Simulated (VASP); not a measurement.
# Valence-band splitting at Γ and top-hole masses of GaP (F-43m) under biaxial (001) strain, from r2SCAN with spin-orbit coupling

In GaP every phosphorus atom is bonded to four gallium atoms, and the top of the valence band consists mainly of phosphorus p orbitals with some gallium p character. In the cubic crystal the three p directions are equivalent; strain in the (001) plane sets the normal direction apart from the other two. The question is how this splits the top valence levels and changes the mass of the uppermost hole band, which matters for hole transport in strained layers. The second and third levels are given as distances below the valence-band top at Γ of the same strained cell, and the masses in units of the free-electron mass. The comparison is with the unstrained crystal at the same level of theory.

## Calculations

The start is a typed prototype cell. The crystal was relaxed with LDA. Equal strain is imposed in the (001) plane; the strain along the normal is adjusted until the normal stress vanishes, and the atoms are relaxed with LDA. VASP 6.6.1, plane waves with PAW, cutoff 450 eV, no spin polarisation. Band edges are single points at r2SCAN with spin-orbit coupling on these cells, k mesh 8×8×8, read on short lines of k points at the zone centre and through the valleys; energies are counted from the valence-band top at the zone centre. Each level is the mean of a Kramers pair; masses are fitted within 0.05 1/Å of the zone centre and are rough where two bands nearly touch. All levels use the PAW data sets made with LDA.

Notes on method and selection:

- Runs that did not converge, have known faults or may not be shown are not listed, and runs on Ansatz's PAW sets soft_1 and soft_2 are kept to separate tables.

Columns:

- strain (%): strain in the plane (tension positive).
- second level (eV): second valence level below the top at Γ.
- third level (eV): third valence level below the top at Γ.
- mass, normal (mₑ): mass of the top hole band along the normal.
- mass, plane (mₑ): mass of the top hole band in the plane.

Input lines of one member:

```
PREC = Accurate
ENCUT = 450
EDIFF = 1E-06
NELM = 100
ISMEAR = 0
SIGMA = 0.02
LREAL = .FALSE.
ALGO = Normal
METAGGA = R2SCAN
LASPH = .TRUE.
LNONCOLLINEAR = .TRUE.
NBANDS = 28
GGA_COMPAT = .FALSE.
LSORBIT = .TRUE.
KPAR = 2
```

Command (options for logging and memory left out): `mpirun -np 2 vasp_ncl`

## Computed values

| member | sign of the strain | strain (%) | second level (eV) | third level (eV) | mass, normal (mₑ) | mass, plane (mₑ) |
| --- | --- | --- | --- | --- | --- | --- |
| −2 % | compression | −2.0 | 0.0477 | 0.284 | 0.331 | 0.201 |
| −1.5 % | compression | −1.5 | ? | ? | ? | ? |
| −1 % | compression | −1.0 | 0.0404 | 0.163 | 0.340 | 0.201 |
| −0.5 % | compression | −0.5 | 0.0285 | 0.114 | 0.344 | 0.202 |
| 0 % | compression | 0.0 | 0.0000 | 0.084 | 0.347 | 0.347 |
| 0 % | tension | 0.0 | 0.0000 | 0.084 | 0.347 | 0.347 |
| +0.5 % | tension | 0.5 | 0.0443 | 0.116 | 0.145 | 0.320 |
| +1 % | tension | 1.0 | 0.0934 | 0.160 | 0.138 | 0.333 |
| +1.5 % | tension | 1.5 | 0.1439 | 0.208 | 0.133 | 0.335 |
| +2 % | tension | 2.0 | 0.1930 | 0.256 | 0.131 | 0.342 |

Cells marked ? are withheld until the estimate has been made.

Least-squares fits to the members shown, with x = strain (%); R² and errors in the fitted variable (y, or ln y where the fit is in ln y):

| y | sign of the strain | members | fit | R² | rms residual | leave-one-out rms | the same for the mean of the others |
| --- | --- | --- | --- | --- | --- | --- | --- |
| third level (eV) | compression | 4 | y = 0.07180 − 0.1022 x | 0.98 | 0.010 | 0.029 | 0.10 |
| third level (eV) | tension | 5 | y = 0.07760 + 0.08720 x | 0.99 | 0.0046 | 0.0095 | 0.077 |
| second level (eV) | compression | 4 | y = 0.009940 − 0.02195 x | 0.80 | 0.0082 | 0.023 | 0.024 (fit hardly better) |
| second level (eV) | tension | 5 | y = −0.002200 + 0.09712 x | 1.00 | 0.0016 | 0.0031 | 0.086 |

## The trend and its physics

Without strain the two upper levels coincide and the third lies 0.084 eV below them, split off by spin-orbit coupling. Strain of either sign separates the upper pair, but unequally: the second level lies 0.0477 eV below the top at −2 % and 0.1930 eV below it at +2 %, a ratio of 0.1930 / 0.0477 = 4.05.

The asymmetry follows from the orbitals. Compression in the plane tilts the bonds towards the normal, which strengthens the bonding of the p orbital along the normal and lowers its level. The two in-plane p orbitals stay on top, and since strain leaves them equivalent, only spin-orbit coupling parts them. The second level therefore flattens out, while the third takes up most of the strain energy. Under tension the normal orbital rises to the top and both other levels move away from it. Their mutual distance stays small, 0.256 − 0.193 = 0.063 eV at +2 %.

The masses reflect the same exchange. A p orbital disperses strongly along its own axis and weakly across it. Under compression the top band is thus heavy along the normal (0.331 to 0.344) and lighter in the plane (about 0.20). Under tension it is light along the normal (0.131 to 0.145) and heavy in the plane (0.320 to 0.342). In the unstrained crystal the mass is 0.347 in both directions, so strain of either sign mainly lightens the top band in one direction and leaves it heavy in the other. From −2 % to +2 % the normal mass falls by a factor of 0.331 / 0.131 = 2.53, while the in-plane mass rises by 0.342 / 0.201 = 1.70. Most of this change is a switch of the uppermost band at zero strain, not a gradual drift. The masses at ±0.5 % are the least certain of the strained members, because the neighbouring band is close within the fitted range of k.

The cells are free of normal stress only in LDA; with r2SCAN they remain compressed along the normal, so the splittings belong to these LDA geometries.

## Prediction

Plain estimates from the members shown:

- −1.5 % (compression), fit at x = −1.5: 0.225 eV
- −1.5 % (compression), straight-line interpolation between −2 % and −1 %: w = (−1.5 − (−2.0)) / (−1.0 − (−2.0)) = 0.500, so 0.284 + 0.500 × (0.163 − 0.284) = 0.223 eV

The third level bends under compression: its slope grows from 0.030 / 0.5 = 0.060 eV per % next to zero strain to 0.121 eV per % between −1 % and −2 %. A straight line between these last two members therefore lies slightly too high at −1.5 %.

The bend follows from the mixing of the light-hole and split-off states. Let Δ = 0.084 eV be the spin-orbit splitting, and let compression raise the two in-plane orbitals by e and lower the normal one by 2e. The heavy-hole level then lies at e, while the light-hole and split-off states lie at −e and −Δ and are coupled by √2 e. Counted down from the heavy-hole level, the third level is

E = ½[3e + Δ + √(Δ² − 2Δe + 9e²)], or inverted, e = E(E − Δ)/(3E − 2Δ).

The member at −1 % gives e = 0.163 × (0.163 − 0.084) / (3 × 0.163 − 2 × 0.084) = 0.0401 eV, and that at −2 % gives e = 0.284 × (0.284 − 0.084) / (3 × 0.284 − 2 × 0.084) = 0.0830 eV, or 0.0830 / 2 = 0.0415 eV per %. The mean per %, (0.0401 + 0.0415) / 2 = 0.0408 eV, gives e = 1.5 × 0.0408 = 0.0612 eV at −1.5 %. With 3 × 0.0612 = 0.1836 eV and the root √(0.084² − 2 × 0.084 × 0.0612 + 9 × 0.0612²) = 0.1746 eV, the third level is E = (0.1836 + 0.084 + 0.1746) / 2 = 0.221 eV.

The same route, applied to −1 % with the strain energy per % interpolated linearly between −0.5 % and −2 %, gives 0.163 eV, as tabulated; a straight line between the third levels of those neighbours gives 0.114 + (0.284 − 0.114) / 3 = 0.171 eV. Under tension, where the third level is √(Δ² + 2Δe + 9e²) with e taken as positive, the members at +1 % and +2 % return 0.208 eV at +1.5 %, again the tabulated value. These misses are below 0.001 eV, and with the rounding of the inputs an error of 0.001 eV is reasonable.

**Committed estimate, −1.5 % (compression): third level = 0.221 ± 0.001 eV.**

## Outcome

| member | sign of the strain | strain (%) | second level (eV) | third level (eV) | mass, normal (mₑ) | mass, plane (mₑ) |
| --- | --- | --- | --- | --- | --- | --- |
| −1.5 % | compression | −1.5 | 0.0453 | 0.221 | 0.339 | 0.201 |

| member | estimate | third level (eV) | computed | estimate − computed | miss in error bars |
| --- | --- | --- | --- | --- | --- |
| −1.5 % (compression) | committed | 0.221 | 0.221 | 0.000 | 0.0 |
| −1.5 % (compression) | fit | 0.225 | 0.221 | +0.004 |  |
| −1.5 % (compression) | interpolation | 0.223 | 0.221 | +0.002 |  |

The estimate of 0.221 eV agrees with the computed 0.221 eV to the printed digit and so lies inside its error bar. Both plain estimates were too high, the interpolation by 0.002 eV and the straight-line fit by 0.004 eV. The expected sag below the straight line between −1 % and −2 % is therefore present, though the gain over interpolation is only 0.002 eV.

The result supports the mixing of light-hole and split-off states as the source of the curvature. The second level gives a stricter check, because it was not used to set the strain energy. With e = 0.0612 eV the same model puts it at (0.1836 + 0.084 − 0.1746) / 2 = 0.0465 eV, against the computed 0.0453 eV. The flattening is reproduced, but the model is too high by 0.0012 eV, which is more than the printed rounding. One possible reason is that the spin-orbit coupling itself changes slightly with strain, whereas the model keeps it fixed at its unstrained value.

## Exceptions

Least-squares fits to the whole series, with x = strain (%); R² and errors in the fitted variable (y, or ln y where the fit is in ln y):

| y | sign of the strain | members | fit | R² | rms residual | leave-one-out rms | the same for the mean of the others |
| --- | --- | --- | --- | --- | --- | --- | --- |
| third level (eV) | compression | 5 | y = 0.07180 − 0.1014 x | 0.98 | 0.0092 | 0.019 | 0.090 |
| third level (eV) | tension | 5 | y = 0.07760 + 0.08720 x | 0.99 | 0.0046 | 0.0095 | 0.077 |
| second level (eV) | compression | 5 | y = 0.009940 − 0.02244 x | 0.82 | 0.0074 | 0.015 | 0.022 |
| second level (eV) | tension | 5 | y = −0.002200 + 0.09712 x | 1.00 | 0.0016 | 0.0031 | 0.086 |

Largest departures from the fit to the whole series:

| member | sign of the strain | third level (eV) | fit | computed − fit | in rms residuals |
| --- | --- | --- | --- | --- | --- |
| 0 % | tension | 0.084 | 0.078 | +0.006 | 1.4 |
| 0 % | compression | 0.084 | 0.072 | +0.012 | 1.3 |
| +0.5 % | tension | 0.116 | 0.121 | −0.005 | 1.1 |
| −1 % | compression | 0.163 | 0.173 | −0.010 | 1.1 |

No strain stands apart: the largest departure from the straight lines is 1.4 rms residuals. The unstrained crystal lies above both lines (+0.012 and +0.006 eV), while −1 % and +0.5 % lie below theirs (−0.010 and −0.005 eV). This is the pattern of a line drawn through an upward-curving series, as the mixing of light-hole and split-off states requires.

## What to take away

At the calculated strains from −2 % to +2 %, the top hole band is heavy along the normal under compression and light along it under tension. The tabulated in-plane masses need more care. At zero strain they equal the normal mass (0.347 mₑ), as symmetry demands of the cube axes. Along the diagonal between two such axes the top band of the cubic crystal is flatter, so holes there have a larger mass. In a strained cell, symmetry makes the mass close to Γ equal for all directions within the plane. Tension therefore reduces the diagonal mass too, even though the cube-axis value hardly moves (0.347 to 0.342 mₑ at +2 %). In discussing the masses with the trend I took the cube axis to stand for the whole plane, which it does only once the crystal is strained. The size of the reduction stays open, because no diagonal mass is listed for zero strain.

 With the mixing of light-hole and split-off states included, the third level at an intermediate strain can be estimated to about 0.001 eV from neighbours on both sides.

For hole transport the second level matters more. With a thermal energy of roughly 0.026 eV at room temperature, the Boltzmann factor of the second level is exp(−0.0934 / 0.026) = 0.03 at +1 %, but exp(−0.0404 / 0.026) = 0.2 at −1 %. These factors compare single states at Γ and leave out the densities of states. On this measure tension concentrates holes in the top band far better than equal compression.

No omitted effect is expected to exceed the 0.2 eV spread of the third level. The choice of LDA cells may matter most: if the r2SCAN lattice constant is larger by roughly 1 %, relaxing the normal with r2SCAN at fixed in-plane size would act like about 1 % of added compression.

[Logs are printed without paths, hosts, clocks, repeated set-up lines and the standing remarks that a program may print on its own settings, such as how far it seeks lower states.]
